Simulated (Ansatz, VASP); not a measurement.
Given: the input of a run of VASP 6.6.1 on SrMg6Ni.

INCAR

```
ALGO = Normal
EDIFF = 1E-7
ENCUT = 520
GGA = PE
ISIF = 2
ISMEAR = -1
ISPIN = 2
LASPH = T
LCHARG = T
LELF = T
LMAXMIX = 4
LORBIT = 11
LREAL = F
LVHAR = T
LWAVE = F
MAGMOM = 0 1 0 0 0 0 0 0
NBANDS = 30
NELM = 150
PREC = Accurate
SIGMA = 0.05
```

KPOINTS

```
k-points
0
Gamma
  6 5 5
```

File POSCAR:

```
SrMg6Ni
1.0
    4.4852480000      0.0000000000      0.0000000000
    0.0000000000      3.1281750000      7.1187980000
    0.0000000000     -3.1281750000      7.1187980000
Sr Ni Mg
1 1 6
Direct
    0.5073560000      0.7211300000      0.7140660000
    0.0017980000      0.8932260000      0.8963360000
    0.4965650000      0.1347840000      0.1332020000
    0.5000960000      0.1613560000      0.6837730000
    0.4991970000      0.6750150000      0.1697020000
   -0.0089890000      0.3004910000      0.3127360000
    0.0078730000      0.3043340000      0.8021040000
   -0.0008370000      0.7919890000      0.3060000000
```

Potentials or basis: VASP PAW PBE potentials, release 64 (Sr_sv, Ni, Mg).

Run with:

```bash
$ cat potpaw_PBE.64/Sr_sv/POTCAR potpaw_PBE.64/Ni/POTCAR potpaw_PBE.64/Mg/POTCAR > POTCAR
$ mpirun -np 1 vasp_std > vasp.out
```

Question: Set up the same calculation for Ansatz 0.2.0. Potentials there: Ansatz PAW.

Answer: As run (the cutoff follows the program's own potentials):

Contents of input.yaml:

```yaml
crystal:
  lattice:
    - [4.485248, 0.0, 0.0]
    - [0.0, 3.128175, 7.118798]
    - [0.0, -3.128175, 7.118798]
  atoms:
    - { symbol: Sr, position: [0.507356, 0.72113, 0.714066] }
    - { symbol: Ni, position: [0.001798, 0.893226, 0.896336], spin: 1.0 }
    - { symbol: Mg, position: [0.496565, 0.134784, 0.133202] }
    - { symbol: Mg, position: [0.500096, 0.161356, 0.683773] }
    - { symbol: Mg, position: [0.499197, 0.675015, 0.169702] }
    - { symbol: Mg, position: [-0.008989, 0.300491, 0.312736] }
    - { symbol: Mg, position: [0.007873, 0.304334, 0.802104] }
    - { symbol: Mg, position: [-0.000837, 0.791989, 0.306] }
hamiltonian:
  xc: pbe
  pseudopotentials: { kind: paw }
magnetization:
  spin_polarized: true
kpoints:
  mp_grid: { grid: [6, 5, 5] }
scf:
  occupations: { method: fermi_dirac, width: 0.05 }
output:
  forces: true
  stress: true
  eigenvalues: true
```

Potentials or basis: Ansatz PAW.

Launch:

```console
$ ansatz run input.yaml --threads 4 --pin off --max-ram 10240MiB --backend cpu --events-out ev --progress --plain --runs-dir out
```

Both were run:

|  | VASP | Ansatz | Ansatz less VASP |
| --- | --- | --- | --- |
| gap on the k mesh at the Fermi level (eV) | none | none | - |
| pressure (GPa) | -0.1 | -0.1 | +0.02 |
| largest component of the traceless stress (GPa) | 0.39 | 0.40 | +0.004 |
| rms of the force components (eV/Å) | 0.064 | 0.064 | +0.0008 |
| net moment per atom (μB) | 0.00 | 0.00 | 0.000 |

Atom by atom the forces differ by 0.003 eV/Å (rms over components). A gap of «none» marks a metal or a gap that the smearing closes. The two sets of potentials don't hold the same shells in valence.

Caveats: the starting moments weren't kept (Ansatz).
